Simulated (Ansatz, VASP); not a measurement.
# NaSnI3: VASP beside Ansatz, part 3 of 3

Wanted: the spread between two codes on one cell, functional and k mesh. The cell is generated by rule, not measured, and may not be a known phase. The cell is taken from a series of runs on this material, whose earlier steps may have relaxed, scaled, displaced or heated it; both programs get it as it stands.

VASP 6.6.1 and Ansatz 0.2.0.

So far: Starting point; Ansatz: zone-centre phonons, LDA; VASP: zone-centre phonons, LDA.

## 3. VASP: zone-centre phonons, LDA (continued)

Level of this step: LDA; plane waves and PAW (Na_pv, Sn_d, I); invented cell (VASP).

Numbers of over 12 decimals in the logs are rounded to 6 here.

OUTCAR, selected parts (step 3):

```text
ion  position               nearest neighbor table
   1  0.000  0.000  0.000-
   2  0.500  0.500  0.500-   3 3.01   4 3.01   5 3.01   3 3.01   4 3.01   5 3.01
   3  0.500  0.500  0.000-   2 3.01   2 3.01
   4  0.500  0.000  0.500-   2 3.01   2 3.01
   5  0.000  0.500  0.500-   2 3.01   2 3.01

  LATTYP: Found a simple cubic cell.
 ALAT       =     6.0100029661

 Subroutine GETGRP returns: Found 48 space group operations
 (whereof 48 operations were pure point group operations)

The static configuration has the point symmetry O_h .

 Found     20 irreducible k-points:

   k-points           NKPTS =     20   k-points in BZ     NKDIM =     20   number of bands    NBANDS=     27

   dimension x,y,z NGX =    48 NGY =   48 NGZ =   48
   dimension x,y,z NGXF=    96 NGYF=   96 NGZF=   96

   ENCUT  =  500.0 eV  36.75 Ry    6.06 a.u.  10.96 10.96 10.96*2*pi/ulx,y,z

   NELECT =      42.0000    total number of electrons

 k-points in reciprocal lattice and weights: Automatic mesh
   0.00000000  0.00000000  0.00000000       0.005
   0.16666667  0.00000000  0.00000000       0.028
   0.33333333  0.00000000  0.00000000       0.028
   0.50000000  0.00000000  0.00000000       0.014
   0.16666667  0.16666667  0.00000000       0.056
   0.33333333  0.16666667  0.00000000       0.111
   0.50000000  0.16666667  0.00000000       0.056
   0.33333333  0.33333333  0.00000000       0.056
   0.50000000  0.33333333  0.00000000       0.056
[...]
0.50000000  0.50000000  0.33333333       0.028
   0.50000000  0.50000000  0.50000000       0.005

 average (electrostatic) potential at core
       1 -47.7023       2-104.3255       3 -93.9427       4 -93.9427       5 -93.9427

  Total        0.0214895      0.0214895      0.0214895     -0.0000000     -0.0000000      0.0000000
  in kB        0.1586037      0.1586037      0.1586037     -0.0000000     -0.0000000      0.0000000
  external PRESSURE =       0.1586037 kB  Pullay stress =       0.0000000 kB

  energy-cutoff  :      500.00
  volume of cell :      217.08
      direct lattice vectors                 reciprocal lattice vectors
     6.010002966  0.000000000  0.000000000     0.166389269  0.000000000  0.000000000
     0.000000000  6.010002966  0.000000000     0.000000000  0.166389269  0.000000000
     0.000000000  0.000000000  6.010002966     0.000000000  0.000000000  0.166389269

 POSITION                                       TOTAL-FORCE (eV/Angst)
 -----------------------------------------------------------------------------------
      0.00000      0.00000      0.00000         0.000000      0.000000      0.000000
      3.00500      3.00500      3.00500         0.000000      0.000000      0.000000
      3.00500      3.00500      0.00000         0.000000      0.000000      0.000000
      3.00500      0.00000      3.00500         0.000000      0.000000      0.000000
      0.00000      3.00500      3.00500         0.000000      0.000000      0.000000
 -----------------------------------------------------------------------------------
    total drift:                                0.000000     -0.000000     -0.000000

 Eigenvectors and eigenvalues of the dynamical matrix
 ----------------------------------------------------

   1 f  =    2.836755 THz    17.823855 2PiTHz   94.623947 cm-1    11.731869 meV
             X         Y         Z           dx          dy          dz
      0.000000  0.000000  0.000000     0.007608    0.000926   -0.000000
      3.005001  3.005001  3.005001     0.622734    0.075801   -0.000000
      3.005001  3.005001  0.000000     0.079633    0.009693    0.000000
      3.005001  0.000000  3.005001     0.079633   -0.093089    0.000000
      0.000000  3.005001  3.005001    -0.764763    0.009693   -0.000000

   2 f  =    2.836755 THz    17.823855 2PiTHz   94.623947 cm-1    11.731869 meV
             X         Y         Z           dx          dy          dz
      0.000000  0.000000  0.000000     0.000000   -0.000000    0.007664
      3.005001  3.005001  3.005001     0.000000   -0.000000    0.627330
      3.005001  3.005001  0.000000     0.000000   -0.000000   -0.770407
      3.005001  0.000000  3.005001     0.000000    0.000000    0.080221
      0.000000  3.005001  3.005001    -0.000000   -0.000000    0.080221

   3 f  =    2.836755 THz    17.823855 2PiTHz   94.623947 cm-1    11.731869 meV
             X         Y         Z           dx          dy          dz
      0.000000  0.000000  0.000000    -0.000926    0.007608    0.000000
      3.005001  3.005001  3.005001    -0.075801    0.622734    0.000000
      3.005001  3.005001  0.000000    -0.009693    0.079633   -0.000000
      3.005001  0.000000  3.005001    -0.009693   -0.764763   -0.000000
      0.000000  3.005001  3.005001     0.093089    0.079633    0.000000

   4 f  =    0.978150 THz     6.145896 2PiTHz   32.627564 cm-1     4.045301 meV
             X         Y         Z           dx          dy          dz
      0.000000  0.000000  0.000000    -0.001030    0.001887   -0.212969
      3.005001  3.005001  3.005001     0.002973   -0.005446    0.614797
      3.005001  3.005001  0.000000    -0.002199    0.004028    0.403806
      3.005001  0.000000  3.005001    -0.002199   -0.003577   -0.454702
      0.000000  3.005001  3.005001     0.001953    0.004028   -0.454702

   5 f  =    0.978150 THz     6.145896 2PiTHz   32.627564 cm-1     4.045301 meV
             X         Y         Z           dx          dy          dz
      0.000000  0.000000  0.000000     0.043110   -0.208561   -0.002056
      3.005001  3.005001  3.005001    -0.124450    0.602072    0.005935
      3.005001  3.005001  0.000000     0.092043   -0.445290    0.003898
      3.005001  0.000000  3.005001     0.092043    0.395449   -0.004390
      0.000000  3.005001  3.005001    -0.081740   -0.445290   -0.004390

   6 f  =    0.978150 THz     6.145896 2PiTHz   32.627564 cm-1     4.045301 meV
             X         Y         Z           dx          dy          dz
      0.000000  0.000000  0.000000    -0.208568   -0.043118    0.000627
      3.005001  3.005001  3.005001     0.602094    0.124472   -0.001809
      3.005001  3.005001  0.000000    -0.445307   -0.092059   -0.001188
      3.005001  0.000000  3.005001    -0.445307    0.081755    0.001338
      0.000000  3.005001  3.005001     0.395463   -0.092059    0.001338

   7 f/i=    0.000785 THz     0.004931 2PiTHz    0.026180 cm-1     0.003246 meV
             X         Y         Z           dx          dy          dz
      0.000000  0.000000  0.000000     0.158948   -0.130634   -0.040105
      3.005001  3.005001  3.005001     0.361834   -0.297380   -0.091296
      3.005001  3.005001  0.000000     0.373458   -0.306933   -0.094363
      3.005001  0.000000  3.005001     0.373458   -0.307372   -0.094228
      0.000000  3.005001  3.005001     0.373992   -0.306933   -0.094228

   8 f/i=    0.000785 THz     0.004931 2PiTHz    0.026180 cm-1     0.003246 meV
             X         Y         Z           dx          dy          dz
      0.000000  0.000000  0.000000    -0.132228   -0.162556    0.005437
      3.005001  3.005001  3.005001    -0.301007   -0.370048    0.012377
      3.005001  3.005001  0.000000    -0.310677   -0.381935    0.012793
      3.005001  0.000000  3.005001    -0.310677   -0.382481    0.012775
      0.000000  3.005001  3.005001    -0.311121   -0.381935    0.012775

   9 f/i=    0.000785 THz     0.004931 2PiTHz    0.026180 cm-1     0.003246 meV
             X         Y         Z           dx          dy          dz
      0.000000  0.000000  0.000000    -0.034490    0.021176   -0.205670
      3.005001  3.005001  3.005001    -0.078513    0.048205   -0.468194
      3.005001  3.005001  0.000000    -0.081035    0.049754   -0.483925
      3.005001  0.000000  3.005001    -0.081035    0.049825   -0.483235
      0.000000  3.005001  3.005001    -0.081151    0.049754   -0.483235

  10 f/i=    0.590906 THz     3.712773 2PiTHz   19.710506 cm-1     2.443790 meV
             X         Y         Z           dx          dy          dz
      0.000000  0.000000  0.000000     0.000000   -0.000000   -0.000000
      3.005001  3.005001  3.005001     0.000000   -0.000000   -0.000000
      3.005001  3.005001  0.000000    -0.706917   -0.015619   -0.000000
      3.005001  0.000000  3.005001     0.706917   -0.000000    0.004900
      0.000000  3.005001  3.005001     0.000000    0.015619   -0.004900

  11 f/i=    0.590906 THz     3.712773 2PiTHz   19.710506 cm-1     2.443790 meV
             X         Y         Z           dx          dy          dz
      0.000000  0.000000  0.000000    -0.000000   -0.000000    0.000000
      3.005001  3.005001  3.005001    -0.000000    0.000000    0.000000
      3.005001  3.005001  0.000000     0.013306   -0.424971    0.000000
      3.005001  0.000000  3.005001    -0.013306    0.000000    0.564998
      0.000000  3.005001  3.005001    -0.000000    0.424971   -0.564998

  12 f/i=    0.590906 THz     3.712773 2PiTHz   19.710506 cm-1     2.443790 meV
             X         Y         Z           dx          dy          dz
      0.000000  0.000000  0.000000     0.000000   -0.000000    0.000000
      3.005001  3.005001  3.005001     0.000000    0.000000    0.000000
      3.005001  3.005001  0.000000    -0.009535    0.564939    0.000000
      3.005001  0.000000  3.005001     0.009535    0.000000    0.425151
      0.000000  3.005001  3.005001     0.000000   -0.564939   -0.425151

  13 f/i=    2.444604 THz    15.359897 2PiTHz   81.543197 cm-1    10.110063 meV
             X         Y         Z           dx          dy          dz
      0.000000  0.000000  0.000000    -0.950325    0.086584    0.005286
      3.005001  3.005001  3.005001    -0.027254    0.002483    0.000152
      3.005001  3.005001  0.000000     0.209443   -0.019082   -0.000067
      3.005001  0.000000  3.005001     0.209443   -0.001091   -0.001165
      0.000000  3.005001  3.005001     0.011972   -0.019082   -0.001165

  14 f/i=    2.444604 THz    15.359897 2PiTHz   81.543197 cm-1    10.110063 meV
             X         Y         Z           dx          dy          dz
      0.000000  0.000000  0.000000     0.086697    0.946085    0.089718
      3.005001  3.005001  3.005001     0.002486    0.027132    0.002573
      3.005001  3.005001  0.000000    -0.019107   -0.208509   -0.001130
      3.005001  0.000000  3.005001    -0.019107   -0.011918   -0.019773
      0.000000  3.005001  3.005001    -0.001092   -0.208509   -0.019773

  15 f/i=    2.444604 THz    15.359897 2PiTHz   81.543197 cm-1    10.110063 meV
             X         Y         Z           dx          dy          dz
      0.000000  0.000000  0.000000     0.002899    0.089827   -0.950034
      3.005001  3.005001  3.005001     0.000083    0.002576   -0.027245
      3.005001  3.005001  0.000000    -0.000639   -0.019797    0.011968
      3.005001  0.000000  3.005001    -0.000639   -0.001132    0.209379
      0.000000  3.005001  3.005001    -0.000037   -0.019797    0.209379

 ELASTIC MODULI CONTR FROM IONIC RELAXATION (kBar)
 Direction    XX          YY          ZZ          XY          YZ          ZX
 --------------------------------------------------------------------------------
 XX           0.0000      0.0000      0.0000      0.0000      0.0000      0.0000
 YY           0.0000      0.0000      0.0000      0.0000      0.0000      0.0000
 ZZ           0.0000      0.0000      0.0000      0.0000      0.0000      0.0000
 XY           0.0000      0.0000      0.0000      0.0000      0.0000      0.0000
 YZ           0.0000      0.0000      0.0000      0.0000      0.0000      0.0000
 ZX           0.0000      0.0000      0.0000      0.0000      0.0000      0.0000
 --------------------------------------------------------------------------------
```

## 4. Differences

Known differences besides the potentials themselves: the two LDA forms differ slightly; the data sets hold 74 valence electrons in Ansatz (on its default PAW (the set named soft_2) files) and 42 in VASP; the cutoff is 420 eV in Ansatz and 500 eV in VASP; VASP's log shows a relativistic correction to its local exchange, Ansatz's none. Total energies have different zeros and are not compared.

The two programs side by side:

| quantity | Ansatz | VASP | difference |
| --- | --- | --- | --- |
| optical mode 1 to 3 (imaginary, printed as negative) (cm⁻¹) | -81.9 | -81.5 | -0.4 |
| optical mode 4 to 6 (imaginary, printed as negative) (cm⁻¹) | -20.2 | -19.7 | -0.4 |
| optical mode 7 to 9 (cm⁻¹) | 31.2 | 32.6 | -1.4 |
| optical mode 10 to 12 (cm⁻¹) | 92.6 | 94.6 | -2.17 % |

Modes are paired by rising frequency, not by their patterns, so a pair may set unlike modes beside each other; they are those without the splitting of longitudinal modes.

## 5. Outcome

```
r.m.s. difference of the optical zone-centre modes, each program's sorted by frequency (zone-centre phonons, LDA) : 1.3 cm⁻¹
difference in optical mode 10 to 12 (zone-centre phonons, LDA)                                                    : -2.2 %
```

**Reading.** The r.m.s. difference of the optical zone-centre modes, each program's sorted by frequency is 1.3 cm⁻¹ (zone-centre phonons, LDA). The data sets hold unlike numbers of valence electrons (74 in Ansatz and 42 in VASP), so part of the differences comes from the potentials. Among the rows given in per cent, the largest difference of the zone-centre phonons, LDA pair is in optical mode 10 to 12, -2.2 %. Such differences can come from data sets, numerical settings and the points named under the comparisons, not from the functional's error against experiment.

[Lines on the potential files, build, host, timing and source positions are cut from VASP's logs without a mark.]

[Logs are printed without paths, hosts, clocks, repeated set-up lines and the standing remarks that a program may print on its own settings, such as how far it seeks lower states.]

[Hosts, paths, dates, database ids (printed as entryN), source tags and the programs' standing remarks are cut or masked in the printed files.]
